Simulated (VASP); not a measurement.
Consider the following.

```
CELL_PARAMETERS angstrom
      0.00000     2.69315     2.69315
      2.69315     0.00000     2.69315
      2.69315     2.69315     0.00000
ATOMIC_POSITIONS crystal
  Si 0.25000 0.25000 0.25000
  Si 0.75000 0.75000 0.75000
  Ni 0.00000 0.00000 0.00000
```

All values below come from PBE GGA, VASP's PBE PAW potentials (set 64) (plane waves; VASP). Run with 300 eV cut-off, 9×9×9 Γ-centred mesh, Gaussian smearing of 0.10 eV, potentials Si Ni.

At this cut-off the stress carries a Pulay error, which pulls relaxed volumes low. Energy and stress use the plane-wave basis of the starting cell.

### Question
The ions, cell shape and volume are relaxed. What does this cell relax into?

### Answer

```
CELL_PARAMETERS angstrom
      0.00000     2.72375     2.72375
      2.72375     0.00000     2.72375
      2.72375     2.72375     0.00000
ATOMIC_POSITIONS crystal
  Si 0.25000 0.25000 0.25000
  Si 0.75000 0.75000 0.75000
  Ni 0.00000 0.00000 0.00000
```
Space group Fm-3m (225), at a tolerance of 0.03 Å.

### Question
How do energy and volume change from the first to the last step?

### Answer
The energy (σ→0) changes by -7.5 meV/atom and the volume by +3.4 %, in 6 ionic steps.

```json
[
 {"step": "1", "E(σ→0) (eV)": "-17.3439", "max force (eV/Å)": "0.000", "pressure (GPa)": "5.17", "volume (Å³)": "39.07"},
 {"step": "2", "E(σ→0) (eV)": "-17.3541", "max force (eV/Å)": "0.000", "pressure (GPa)": "-3.74", "volume (Å³)": "41.49"},
 {"step": "3", "E(σ→0) (eV)": "-17.3665", "max force (eV/Å)": "0.000", "pressure (GPa)": "0.19", "volume (Å³)": "40.43"},
 {"step": "4", "E(σ→0) (eV)": "-17.3665", "max force (eV/Å)": "0.000", "pressure (GPa)": "-0.26", "volume (Å³)": "40.48"},
 {"step": "5", "E(σ→0) (eV)": "-17.3664", "max force (eV/Å)": "0.000", "pressure (GPa)": "0.23", "volume (Å³)": "40.37"},
 {"step": "6", "E(σ→0) (eV)": "-17.3665", "max force (eV/Å)": "0.000", "pressure (GPa)": "-0.01", "volume (Å³)": "40.41"}
]
```

The structure comes from a computed database's Si2Ni entry (Fm-3m); how it stands against other phases isn't given here. This run relaxes it. Symmetry was kept, so distortions that lower it aren't found. The run is one of a series of settings (EDIFFG = -0.01, IBRION = 2, ISIF = 3, NSW = 50 against the base run), some of them coarse on purpose. The run is not spin-polarised, so no magnetic state was tried.
